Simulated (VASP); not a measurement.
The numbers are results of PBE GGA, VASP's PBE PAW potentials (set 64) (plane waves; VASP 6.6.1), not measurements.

The input files of a VASP run:

### INCAR
```
SYSTEM = LiTi24O48
PREC = Normal
ENCUT = 400
EDIFF = 1E-5
NELM = 100
ALGO = Fast
LREAL = Auto
LASPH = .TRUE.
ISMEAR = 0
SIGMA = 0.05
GGA = PE
LMAXMIX = 4
LWAVE = .FALSE.
LCHARG = .FALSE.
NELMIN = 4
ISYM = 0
ISPIN = 2
NUPDOWN = 1
MAGMOM = 73*0.0137
LORBIT = 10
IBRION = 2
ISIF = 2
NSW = 60
EDIFFG = -0.03
```

File KPOINTS:
```
Automatic mesh
0
Gamma
1 1 1
0 0 0
```

**POSCAR**
```
LiTi24O48
1
    9.3112496648     0.0000000000     0.0000000000
    0.0000000000     9.3112496648     0.0000000000
    0.0000000000     0.0000000000     8.9060270302
Ti O Li
24 48 1
Direct
  0.0000000000   0.0000000000   0.0000000000
  0.2460710000   0.2455050000   0.1699100000
  0.0000000000   0.0000000000   0.3333330000
  0.2464680000   0.2450910000   0.4976630000
  0.0000000000   0.0000000000   0.6666670000
  0.2500000000   0.2500000000   0.8333330000
  0.0000000000   0.5000000000   0.0000000000
  0.2450980000   0.7460210000   0.1667400000
  0.0004570000   0.4957770000   0.3368980000
  0.2469600000   0.7501630000   0.5002940000
  0.9976160000   0.5048290000   0.6710990000
  0.2500000000   0.7500000000   0.8333330000
  0.5000000000   0.0000000000   0.0000000000
  0.7500000000   0.2500000000   0.1666670000
  0.5000000000   0.0000000000   0.3333330000
  0.7500000000   0.2500000000   0.5000000000
  0.5000000000   0.0000000000   0.6666670000
  0.7500000000   0.2500000000   0.8333330000
  0.5000000000   0.5000000000   0.0000000000
  0.7500000000   0.7500000000   0.1666670000
  0.4995800000   0.5022090000   0.3385140000
  0.7500000000   0.7500000000   0.5000000000
  0.4954240000   0.5034350000   0.6673470000
  0.7500000000   0.7500000000   0.8333330000
  0.1525000000   0.1525000000   0.0000000000
  0.4025000000   0.0975000000   0.1666670000
  0.1011680000   0.4034640000   0.1643710000
  0.3475000000   0.3475000000   0.0000000000
  0.1525000000   0.1525000000   0.3333330000
  0.4025000000   0.0975000000   0.5000000000
  0.0980090000   0.4018820000   0.4947750000
  0.3510170000   0.3450300000   0.3296060000
  0.1525000000   0.1525000000   0.6666670000
  0.4025000000   0.0975000000   0.8333330000
  0.0975000000   0.4025000000   0.8333330000
  0.3460520000   0.3467890000   0.6713640000
  0.1525000000   0.6525000000   0.0000000000
  0.3998600000   0.6013940000   0.1687380000
  0.0975000000   0.9025000000   0.1666670000
  0.3475000000   0.8475000000   0.0000000000
  0.1500720000   0.6569050000   0.3324370000
  0.4073910000   0.6006210000   0.4997920000
  0.0975000000   0.9025000000   0.5000000000
  0.3475000000   0.8475000000   0.3333330000
  0.1551730000   0.6535980000   0.6712750000
  0.4025000000   0.5975000000   0.8333330000
  0.0975000000   0.9025000000   0.8333330000
  0.3475000000   0.8475000000   0.6666670000
  0.6525000000   0.1525000000   0.0000000000
  0.9025000000   0.0975000000   0.1666670000
  0.5975000000   0.4025000000   0.1666670000
  0.8475000000   0.3475000000   0.0000000000
  0.6525000000   0.1525000000   0.3333330000
  0.9025000000   0.0975000000   0.5000000000
  0.5975000000   0.4025000000   0.5000000000
  0.8475000000   0.3475000000   0.3333330000
  0.6525000000   0.1525000000   0.6666670000
  0.9025000000   0.0975000000   0.8333330000
  0.5975000000   0.4025000000   0.8333330000
  0.8475000000   0.3475000000   0.6666670000
  0.6525000000   0.6525000000   0.0000000000
  0.9025000000   0.5975000000   0.1666670000
  0.5975000000   0.9025000000   0.1666670000
  0.8475000000   0.8475000000   0.0000000000
  0.6525000000   0.6525000000   0.3333330000
  0.9025000000   0.5975000000   0.5000000000
  0.5975000000   0.9025000000   0.5000000000
  0.8475000000   0.8475000000   0.3333330000
  0.6525000000   0.6525000000   0.6666670000
  0.9025000000   0.5975000000   0.8333330000
  0.5975000000   0.9025000000   0.8333330000
  0.8475000000   0.8475000000   0.6666670000
  0.2523350000   0.5008650000   0.4111280000
```

POTCAR, in this order: Ti O Li (PBE.64 set). Program: vasp_gam.

**Question.** What will the output report for the number of irreducible k-points (NKPTS), largest plane-wave count, FFT grid (NGX, NGY, NGZ)?

**Answer.** 
```yaml
number of irreducible k-points (NKPTS): 1
largest_plane_wave_count: 6997
FFT grid (NGX, NGY, NGZ): 48 × 48 × 48
```

The cell is a supercell with a defect, built from TiO2 (rutile): Li_i.
